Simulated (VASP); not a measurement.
Here is the system:

```
LiH
1.0
    0.00000     1.98914     1.98914
    1.98914     0.00000     1.98914
    1.98914     1.98914     0.00000
Li H
1 1
Direct
  0.00000   0.00000   0.00000
  0.50000   0.50000   0.50000
```

Calculation: PBE0 hybrid, VASP's PBE PAW potentials (set 64) (plane waves; VASP 6.6.1). Numerical set-up: 400 eV cut-off, 7×7×7 Γ-centred mesh, Fermi-Dirac smearing of 0.020 eV, potentials Li_sv H.

At this cut-off the stress carries a Pulay error, which pulls relaxed volumes low.

Problem. Give the stress tensor in GPa (positive for a compressed cell).

Solution. 
```
-2.99   0.00   0.00
 0.00  -2.99   0.00
 0.00   0.00  -2.99
```
The pressure is its mean diagonal, -2.99 GPa.

The structure comes from a computed database's LiH entry; how it stands against other phases isn't given here. The cell was not relaxed at this level.
